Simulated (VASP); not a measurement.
## What spin-orbit coupling changes in PIr2

Aim: run bands, DOS and a relaxation of PIr2 twice, without and with spin-orbit coupling. All runs use LDA. Left out of this account: 1 further run (fields: a reference on another mesh). The start is a cell from a database of measured crystal structures.

Method: LDA; plane waves and PAW (P, Ir), in the first sound run; inputs show where later runs differ, in VASP 6.6.1.

## Step 1: Set-up

It takes space group Fm-3m (No. 225, cubic). Conventional cell: a = 5.535 Å, b = 5.535 Å, c = 5.535 Å, α = 90.00°, β = 90.00°, γ = 90.00°. Nearest to P lie 8 Ir at 2.40 Å. Nearest to Ir lie 4 P at 2.40 Å. Farther neighbours are not listed.

As a file:

```cif
data_structure
_symmetry_space_group_name_H-M 'Fm-3m'
_symmetry_Int_Tables_number 225
_cell_length_a 5.5350
_cell_length_b 5.5350
_cell_length_c 5.5350
_cell_angle_alpha 90.000
_cell_angle_beta 90.000
_cell_angle_gamma 90.000
_cell_volume 169.57
loop_
_atom_site_label
_atom_site_type_symbol
_atom_site_symmetry_multiplicity
_atom_site_Wyckoff_symbol
_atom_site_fract_x
_atom_site_fract_y
_atom_site_fract_z
_atom_site_occupancy
P1 P 4 a 0.00000 0.00000 0.00000 1
Ir1 Ir 8 c 0.25000 0.75000 0.75000 1
```

## Step 2: Band structure (LDA)

The mesh alone shows little of the dispersion and can miss band extrema, so KPOINTS_OPT adds a path through the symmetry points after the self-consistent cycle. LDA, the lowest rung, knows the local density alone.

The input, INCAR:

```
SYSTEM = PIr2
PREC = Accurate
ENCUT = 400
EDIFF = 1E-06
NELM = 100
ISMEAR = -1
SIGMA = 0.05
LREAL = .FALSE.
ALGO = Normal
GGA = CA
NBANDS = 24
LASPH = .TRUE.
LORBIT = 11
LWAVE = .FALSE.
LCHARG = .FALSE.
KPAR = 4
```

The input, POSCAR:

```
PIr2
1.0
    0.0000000000      2.7675000000      2.7675000000
    2.7675000000      0.0000000000      2.7675000000
    2.7675000000      2.7675000000      0.0000000000
P Ir
1 2
Direct
    0.0000000000      0.0000000000      0.0000000000
    0.2500000000      0.2500000000      0.2500000000
    0.7500000000      0.7500000000      0.7500000000
```

The input, KPOINTS:

```
Automatic mesh
0
Gamma
8 8 8
0 0 0
```

The input, KPOINTS_OPT:

```
Line mode
16
Line-mode
Reciprocal
  0.00000000   0.00000000   0.00000000 GAMMA
  0.50000000   0.00000000   0.50000000 X

  0.50000000   0.00000000   0.50000000 X
  0.50000000   0.25000000   0.75000000 W

  0.50000000   0.25000000   0.75000000 W
  0.37500000   0.37500000   0.75000000 K

  0.37500000   0.37500000   0.75000000 K
  0.00000000   0.00000000   0.00000000 GAMMA

  0.00000000   0.00000000   0.00000000 GAMMA
  0.50000000   0.50000000   0.50000000 L

  0.50000000   0.50000000   0.50000000 L
  0.62500000   0.25000000   0.62500000 U

  0.62500000   0.25000000   0.62500000 U
  0.50000000   0.25000000   0.75000000 W

  0.50000000   0.25000000   0.75000000 W
  0.50000000   0.50000000   0.50000000 L

  0.50000000   0.50000000   0.50000000 L
  0.37500000   0.37500000   0.75000000 K

  0.62500000   0.25000000   0.62500000 U
  0.50000000   0.00000000   0.50000000 X
```

PAW data sets: P and Ir (LDA family, release 64).

Run with:

```bash
mpirun -np 4 vasp_std
```

Output:

```text
[banner, memory and clock lines left out]
running    4 mpi-ranks, on    1 nodes
 distrk:  each k-point on    1 cores,    4 groups
 distr:  one band on    1 cores,    1 groups

 POSCAR found type information on POSCAR P Ir
 POSCAR found :  2 types and       3 ions
 LDA part: xc-table for (Slater(with rela. corr.)+CA(PZ))
 , standard interpolation
 POSCAR, INCAR and KPOINTS ok, starting setup
 FFT: planning ... GRIDC
 FFT: planning ... GRID_SOFT
 FFT: planning ... GRID
 WAVECAR not read
 entering main loop
       N       E                     dE             d eps       ncg     rms          rms(c)
DAV:   1     0.149756386180E+03    0.14976E+03   -0.83334E+03  1392   0.724E+02
DAV:   2    -0.224512382904E+02   -0.17221E+03   -0.15548E+03  1456   0.235E+02
DAV:   3    -0.290475167743E+02   -0.65963E+01   -0.65100E+01  1808   0.522E+01
DAV:   4    -0.291566862542E+02   -0.10917E+00   -0.10912E+00  1576   0.654E+00
DAV:   5    -0.291595442367E+02   -0.28580E-02   -0.28579E-02  1768   0.107E+00    0.249E+01
DAV:   6    -0.281601920868E+02    0.99935E+00   -0.15699E+00  1944   0.136E+01    0.962E+00
DAV:   7    -0.280592671661E+02    0.10092E+00   -0.92435E-02  1552   0.190E+00    0.479E+00
DAV:   8    -0.280313030226E+02    0.27964E-01   -0.28246E-02  1600   0.776E-01    0.691E-01
DAV:   9    -0.280311577762E+02    0.14525E-03   -0.22215E-03  1672   0.294E-01    0.411E-01
DAV:  10    -0.280307442877E+02    0.41349E-03   -0.49817E-04  1920   0.232E-01    0.399E-02
DAV:  11    -0.280307296985E+02    0.14589E-04   -0.64299E-05  1784   0.711E-02    0.406E-02
DAV:  12    -0.280307288390E+02    0.85949E-06   -0.15270E-06  1600   0.855E-03
   1 F= -.28030729E+02 E0= -.28027807E+02  d E =-.584351E-02
 Start KPOINTS_OPT (optional k-point list driver)
k-point batch [1-29\160]
       N       E                     dE             ncg
DAV:   1     0.848469476317E+04   -0.69580E+04     1392
DAV:   2     0.358135455573E+04   -0.49033E+04     1512
DAV:   3     0.340584900641E+04   -0.17551E+03     1776
DAV:   4     0.340292349312E+04   -0.29255E+01     1608
DAV:   5     0.340283698684E+04   -0.86506E-01     1776
DAV:   6     0.340283356284E+04   -0.34240E-02     1640
DAV:   7     0.340283341529E+04   -0.14754E-03     1776
DAV:   8     0.340283340889E+04   -0.63982E-05     1552
DAV:   9     0.340283340852E+04   -0.37131E-06     1240
[...]
k-point batch [146-160\160]
       N       E                     dE             ncg
DAV:   1     0.139971783129E+05   -0.70594E+04      720
DAV:   2     0.114637555049E+05   -0.25334E+04      760
DAV:   3     0.113733600901E+05   -0.90395E+02      936
DAV:   4     0.113718032702E+05   -0.15568E+01      824
DAV:   5     0.113717594163E+05   -0.43854E-01      952
DAV:   6     0.113717576950E+05   -0.17213E-02      864
DAV:   7     0.113717576210E+05   -0.73959E-04      952
DAV:   8     0.113717576177E+05   -0.33513E-05      776
DAV:   9     0.113717576175E+05   -0.17395E-06      608
```

The job ended after 27 s (4 MPI ranks of Intel Xeon Platinum 8375C at 2.90GHz (Ice Lake), shared host; peak memory 0.62 GiB).

The logs omit lines about the potential files and the build; timing stands in the text.

OUTCAR, selected parts (step 2):

```text
ion  position               nearest neighbor table
   1  0.000  0.000  0.000-   3 2.40   3 2.40   3 2.40   2 2.40   3 2.40   2 2.40   2 2.40   2 2.40

  LATTYP: Found a face centered cubic cell.
 ALAT       =     5.5350000000

 Subroutine GETGRP returns: Found 48 space group operations
 (whereof 48 operations were pure point group operations)

The static configuration has the point symmetry O_h .

 Found     29 irreducible k-points:

   k-points           NKPTS =     29   k-points in BZ     NKDIM =     29   number of bands    NBANDS=     24

   dimension x,y,z NGX =    28 NGY =   28 NGZ =   28
   dimension x,y,z NGXF=    56 NGYF=   56 NGZF=   56

   ENCUT  =  400.0 eV  29.40 Ry    5.42 a.u.   6.38  6.38  6.38*2*pi/ulx,y,z

   NELECT =      23.0000    total number of electrons

 k-points in reciprocal lattice and weights: Automatic mesh
   0.00000000  0.00000000  0.00000000       0.002
   0.12500000  0.00000000  0.00000000       0.016
   0.25000000  0.00000000  0.00000000       0.016
   0.37500000  0.00000000  0.00000000       0.016
   0.50000000  0.00000000  0.00000000       0.008
   0.12500000  0.12500000  0.00000000       0.012
   0.25000000  0.12500000  0.00000000       0.047
   0.37500000  0.12500000  0.00000000       0.047
   0.50000000  0.12500000  0.00000000       0.047
[...]
-0.37500000  0.50000000  0.12500000       0.023
  -0.25000000  0.50000000  0.25000000       0.012

 average (electrostatic) potential at core
       1 -81.1752       2 -48.6718       3 -48.6718

 E-fermi :   9.8784

 k-point     1 :       0.0000    0.0000    0.0000
  band No.  band energies     occupation
    ...
      5       3.8864      2.00000
      6       3.8865      2.00000
      7       9.3235      1.99997
      8       9.3235      1.99997
      9       9.3235      1.99997
     10      10.2767      0.00069
     11      11.4665      0.00000
     12      11.4665      0.00000
     13      14.2845      0.00000
     14      14.2845      0.00000
    ...

 k-point     2 :       0.1250    0.0000    0.0000
  band No.  band energies     occupation
    ...
      5       4.0630      2.00000
      6       4.0630      2.00000
      7       8.9073      2.00000
      8       9.0542      2.00000
      9       9.0542      2.00000
     10      10.7199      0.00000
     11      10.7199      0.00000
     12      10.7720      0.00000
     13      12.8650      0.00000
     14      14.1628      0.00000
    ...

 k-point     3 :       0.2500    0.0000    0.0000
  band No.  band energies     occupation
    ...
      7       8.0014      2.00000
      8       8.3174      2.00000
      9       8.3174      2.00000
     10       9.3948      1.99987
     11       9.3948      1.99987
     12      10.3258      0.00026
     13      12.0362      0.00000
     14      14.1788      0.00000
     15      14.1788      0.00000
     16      15.8035      0.00000
    ...

  Total       -0.7545934     -0.7545934     -0.7545934      0.0000000      0.0000000      0.0000000
  in kB      -28.5187659    -28.5187659    -28.5187659      0.0000000      0.0000000      0.0000000
  external PRESSURE =     -28.5187659 kB  Pullay stress =       0.0000000 kB

  energy-cutoff  :      400.00
  volume of cell :       42.39
      direct lattice vectors                 reciprocal lattice vectors
     0.000000000  2.767500000  2.767500000    -0.180668473  0.180668473  0.180668473
     2.767500000  0.000000000  2.767500000     0.180668473 -0.180668473  0.180668473
     2.767500000  2.767500000  0.000000000     0.180668473  0.180668473 -0.180668473

 POSITION                                       TOTAL-FORCE (eV/Angst)
 -----------------------------------------------------------------------------------
      0.00000      0.00000      0.00000         0.000000     -0.000000      0.000000
      1.38375      1.38375      1.38375         0.000000     -0.000000     -0.000000
      4.15125      4.15125      4.15125        -0.000000      0.000000     -0.000000
 -----------------------------------------------------------------------------------
    total drift:                                0.000000      0.000000     -0.000000

  FREE ENERGIE OF THE ION-ELECTRON SYSTEM (eV)
  ---------------------------------------------------
  free  energy   TOTEN  =       -28.0307288390 eV

  energy  without entropy=      -28.0248853318  energy(sigma->0) =      -28.02780709

 total charge
# of ion       s       p       d       tot
------------------------------------------
    1        0.956   1.405   0.000   2.361
    2        0.634   0.701   7.302   8.637
    3        0.634   0.701   7.302   8.637
--------------------------------------------------
tot          2.224   2.806  14.604  19.634

[... 3 further parts left out ...]
```

This run has no spin polarisation. Its electron count is odd, so without a moment it is a metal by construction. Spin-orbit coupling is off here; with elements this heavy it splits and shifts levels by tenths of an eV or more. At this level the cell is under a tension of 2.9 GPa, so at these settings it is away from equilibrium.

Numbers from this step:

```
SCF cycles              : 12
electrons               : 23
bands                   : 24
irreducible k-points    : 29
symmetry operations     : 48
free energy (TOTEN)     : -28.03 eV
energy at zero smearing : -28.03 eV
Fermi energy            : 9.878 eV
pressure                : -2.852 GPa
metallic                : yes
```

The electronic bands at the labelled points (eV, zero at the Fermi level; # counts the bands kept, so #1 is VASP's band 2):

| point | #8 | #9 | #10 | #11 | #12 | #13 | #14 | #15 |
| --- | --- | --- | --- | --- | --- | --- | --- | --- |
| Γ | -0.55 | 0.40 | 1.59 | 1.59 | 4.41 | 4.41 | 4.41 | 5.02 |
| 0.47 of the way | -1.95 | -0.27 | 1.52 | 1.77 | 2.22 | 2.22 | 3.29 | 5.61 |
| X | -2.46 | -0.89 | -0.89 | -0.08 | 1.44 | 1.70 | 5.44 | 6.50 |
| 0.47 of the way | -2.24 | -1.59 | -1.11 | -0.42 | 1.65 | 1.74 | 5.90 | 6.95 |
| W | -2.57 | -1.78 | -1.40 | -1.03 | 1.80 | 1.80 | 7.39 | 7.39 |
| 0.47 of the way | -2.26 | -1.96 | -1.32 | -0.94 | 1.82 | 1.86 | 6.14 | 8.03 |
| K | -2.19 | -2.00 | -1.29 | -0.88 | 1.85 | 1.99 | 5.38 | 8.12 |
| 0.47 of the way | -2.08 | -1.27 | -1.12 | 1.33 | 2.53 | 3.43 | 3.50 | 6.19 |
| Γ | -0.55 | 0.40 | 1.59 | 1.59 | 4.41 | 4.41 | 4.41 | 5.02 |
| 0.53 of the way | -1.68 | -0.66 | -0.66 | 0.13 | 2.33 | 4.31 | 4.31 | 6.06 |
| L | -2.84 | -2.65 | -2.65 | -2.51 | 3.75 | 4.39 | 4.39 | 8.16 |
| 0.53 of the way | -2.51 | -1.96 | -1.71 | -1.32 | 2.47 | 3.04 | 4.93 | 7.86 |
| U | -2.19 | -2.00 | -1.29 | -0.88 | 1.85 | 1.99 | 5.38 | 8.12 |
| 0.47 of the way | -2.21 | -2.00 | -1.31 | -0.93 | 1.83 | 1.88 | 5.98 | 8.05 |
| W | -2.57 | -1.78 | -1.40 | -1.03 | 1.80 | 1.80 | 7.39 | 7.39 |
| 0.47 of the way | -2.17 | -2.06 | -1.53 | -1.23 | 2.31 | 2.60 | 5.40 | 7.55 |
| L | -2.84 | -2.65 | -2.65 | -2.51 | 3.75 | 4.39 | 4.39 | 8.16 |
| 0.47 of the way | -2.55 | -2.02 | -1.86 | -1.44 | 2.66 | 3.27 | 4.85 | 7.77 |
| K | -2.19 | -2.00 | -1.29 | -0.88 | 1.85 | 1.99 | 5.38 | 8.12 |
| jump to U | -2.19 | -2.00 | -1.29 | -0.88 | 1.85 | 1.99 | 5.38 | 8.12 |
| 0.53 of the way | -2.40 | -1.18 | -1.11 | -0.27 | 1.59 | 1.72 | 5.55 | 6.83 |
| X | -2.46 | -0.89 | -0.89 | -0.08 | 1.44 | 1.70 | 5.44 | 6.50 |

Of the projections kept (P, Ir), the largest for each band there; the rest of the weight can lie on other orbitals:

| point | #8 | #9 | #10 | #11 | #12 | #13 | #14 | #15 |
| --- | --- | --- | --- | --- | --- | --- | --- | --- |
| Γ | Ir 1.00 | P 0.58 | Ir 1.00 | Ir 1.00 | Ir 0.56 | Ir 0.56 | Ir 0.56 | Ir 1.00 |
| X | Ir 1.00 | Ir 0.92 | Ir 0.92 | Ir 1.00 | Ir 1.00 | Ir 0.89 | Ir 1.00 | Ir 0.75 |
| W | Ir 0.99 | Ir 1.00 | Ir 0.94 | Ir 1.00 | Ir 0.91 | Ir 0.91 | Ir 0.80 | Ir 0.80 |
| K | Ir 1.00 | Ir 0.98 | Ir 0.96 | Ir 1.00 | Ir 0.91 | Ir 0.88 | Ir 0.87 | Ir 0.76 |
| Γ | Ir 1.00 | P 0.58 | Ir 1.00 | Ir 1.00 | Ir 0.56 | Ir 0.56 | Ir 0.56 | Ir 1.00 |
| L | Ir 1.00 | Ir 0.99 | Ir 0.99 | Ir 1.00 | Ir 0.73 | Ir 0.71 | Ir 0.71 | Ir 1.00 |

There is no gap at this level.

[end of part 1 of 4]

[Lines on the potential files, build, host, timing and source positions are cut from VASP's logs without a mark.]

[Logs are printed without paths, hosts, clocks, repeated set-up lines and the standing remarks that a program may print on its own settings, such as how far it seeks lower states.]

[Hosts, paths, dates, database ids (printed as entryN), source tags and the programs' standing remarks are cut or masked in the printed files.]

[A measured line is paired with the nearest computed mode of its activity, which favours agreement.]
